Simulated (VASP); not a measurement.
```
WTe2
1.0
    1.75090     1.01088     7.08748
   -1.75090     1.01088     7.08748
    0.00000    -2.02177     7.08748
W Te
1 2
Direct
  0.00003   0.00003   0.00003
  0.75189   0.75189   0.75189
  0.58139   0.58139   0.58139
```

Computed with PBEsol GGA, VASP's PBE PAW potentials (set 64) (plane waves; VASP 6.6.1). Numerical set-up: 400 eV cut-off, Gaussian smearing of 0.050 eV, potentials W_sv Te.

Without a dispersion term in the relaxation, distances and binding between the weakly bound layers, chains or molecules are unreliable, and so is what depends on them. Unless said otherwise, spin-orbit coupling is left out, though it shifts the bands of the heavy elements here.

Predict the band gap (along the path) with the smallest direct gap where there is one.

band gap (along the path): 0.94 eV
smallest direct gap (along the path): 1.19 eV

The structure was generated: Te2W was put into the 3R-MoS2 type (R3m), which need not be its known phase. It was relaxed first, which changed the volume by -15 %.
